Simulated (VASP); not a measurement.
The input files of a VASP run:

POSCAR:
```
ZrO2
1
   -0.0000000000     2.5761368226     2.5761368226
    2.5761368226    -0.0000000000     2.5761368226
    2.5761368226     2.5761368226     0.0000000000
Zr O
1 2
Direct
  0.0000000000   0.0000000000   0.0000000000
  0.2500000000   0.2500000000   0.2500000000
  0.7500000000   0.7500000000   0.7500000000
```

### INCAR
```
SYSTEM = ZrO2
PREC = Accurate
ENCUT = 520
EDIFF = 1E-6
NELM = 100
ALGO = Normal
LREAL = .FALSE.
LASPH = .TRUE.
ISMEAR = 0
SIGMA = 0.05
GGA = RP
LMAXMIX = 4
LWAVE = .FALSE.
LCHARG = .FALSE.
IBRION = 2
ISIF = 3
NSW = 60
EDIFFG = -0.02
```

KPOINTS:
```
Automatic mesh
0
Gamma
7 7 7
0 0 0
```

POTCAR, in this order: Zr_sv O (PBE.64 set). Program: vasp_std.

### Question
Translate this RPBE calculation to Quantum ESPRESSO's pw.x.

### Answer
One equivalent input (not run):
```
&CONTROL
  calculation = 'vc-relax'
  pseudo_dir = './pseudo'
  outdir = './out'
  tprnfor = .true.
  tstress = .true.
  nstep = 60
  forc_conv_thr = 0.00078
/
&SYSTEM
  ibrav = 0
  nat = 3
  ntyp = 2
  ecutwfc = 84
  occupations = 'smearing'
  smearing = 'gaussian'
  degauss = 0.003675
  input_dft = 'rpbe'
/
&ELECTRONS
  conv_thr = 7.3e-08
  electron_maxstep = 100
/
&IONS
/
&CELL
/
ATOMIC_SPECIES
  Zr 91.224 Zr.upf
  O 15.999 O.upf
CELL_PARAMETERS angstrom
    -0.0000000    2.5761368    2.5761368
     2.5761368   -0.0000000    2.5761368
     2.5761368    2.5761368    0.0000000
ATOMIC_POSITIONS crystal
  Zr   0.0000000  0.0000000  0.0000000
  O    0.2500000  0.2500000  0.2500000
  O    0.7500000  0.7500000  0.7500000
K_POINTS automatic
  7 7 7 0 0 0
```
The two are equivalent in intent, not identical: the potentials are each code's own (VASP's PAW set, PseudoDojo norm-conserving files in pw.x), so ENCUT and ecutwfc are chosen apart and not converted; conv_thr bounds pw.x's estimated SCF error, while EDIFF bounds the energy change between steps; forc_conv_thr acts on force components and is met together with etot_conv_thr.

The compound is ZrO2 in the fluorite structure, the high-temperature cubic form, which is unstable at 0 K; the monoclinic form is the stable one. It was relaxed first. The start is the result of an earlier pass.
